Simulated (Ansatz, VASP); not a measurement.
**Two plane-wave programs on WF2**

```
W F
1.0
     0.00000    2.54831    2.54831
     2.54831    0.00000    2.54831
     2.54831    2.54831    0.00000
W F
1 2
Direct
  0.00000 0.00000 0.00000
  0.25000 0.25000 0.25000
  0.75000 0.75000 0.75000
```

Alike in both runs: task single point; functional PBE; k mesh 10 × 10 × 10; occupations gaussian, width 0.02 eV; no spin polarisation; Hubbard terms W d U = 6.2 eV.

|  | VASP | Ansatz |
| --- | --- | --- |
| version | VASP 6.6.1 | Ansatz 0.2.0 |
| potentials or method | VASP PAW PBE potentials, release 64 (W_sv, F) | scalar-relativistic, plane waves, PAW |
| plane-wave cutoff (eV) | 520 | 420 |
| valence electrons in the cell | 28 | 28 |

|  | VASP | Ansatz | Ansatz less VASP |
| --- | --- | --- | --- |
| gap on the k mesh at the Fermi level (eV) | 0.21 | 1.78 | +1.578 |
| least direct gap on the mesh (eV) | 1.27 | 2.95 | +1.676 |
| pressure (GPa) | 26.8 | 24.5 | -2.34 |

The programs project onto different local orbitals, so the same U acts differently.

Caveats: spin-orbit coupling is left out, which moves the levels of the heavy elements.
